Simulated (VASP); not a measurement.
VASP ran on this input.

**POSCAR**
```
Ge
4.0057180
  0.0000000000   0.7071068464   0.7071068464
  0.6929647095   0.0000000000   0.7071068464
  0.6929647095   0.7071068464   0.0000000000
Ge
2
Cart
  0.0000000000   0.0000000000   0.0000000000
  0.3464823548   0.3535534232   0.3535534232
```

### KPOINTS
```
Automatic mesh
0
Gamma
8 8 8
0 0 0
```

INCAR:
```
ALGO  =  Normal
EDIFF  =  1E-7
ENCUT  =  480
ISIF  =  2
ISMEAR  =  0
LASPH  =  .TRUE.
LCHARG  =  .FALSE.
LMAXMIX  =  4
LMIXTAU  =  .TRUE.
LREAL  =  .FALSE.
LWAVE  =  .FALSE.
METAGGA  =  R2SCAN
NELM  =  100
PREC  =  Accurate
SIGMA  =  0.05
SYSTEM  =  Ge
```

POTCAR, in this order: Ge_d (PBE.64 set). Program: vasp_std.

Task: Write an equivalent input for Ansatz.

Result: One equivalent input (not run):
Ansatz 0.2 input:
```yaml
crystal:
  lattice:
    - [0.0000000, 2.8324706, 2.8324706]
    - [2.7758212, 0.0000000, 2.8324706]
    - [2.7758212, 2.8324706, 0.0000000]
  atoms:
    - { symbol: Ge, position: [0.0000000, 0.0000000, 0.0000000] }
    - { symbol: Ge, position: [0.2500000, 0.2500000, 0.2500000] }
kpoints:
  mp_grid: { grid: [8, 8, 8] }
hamiltonian:
  xc: r2scan
  pseudopotentials: { kind: paw }
scf:
  occupations: { method: gaussian, width: 0.05 }
  max_iter: 100
output: { forces: true, stress: true, eigenvalues: true }
```
The two are equivalent in intent, not identical: each code has its own PAW files, so the cut-off isn't converted (ENCUT is set for VASP's; basis.ecutwfc is left out, and Ansatz then takes the one that its files recommend); Ansatz stops its SCF on the density residual and VASP on the energy change (EDIFF).

The compound is Ge in the diamond structure. This cell was strained or had an atom moved on purpose.
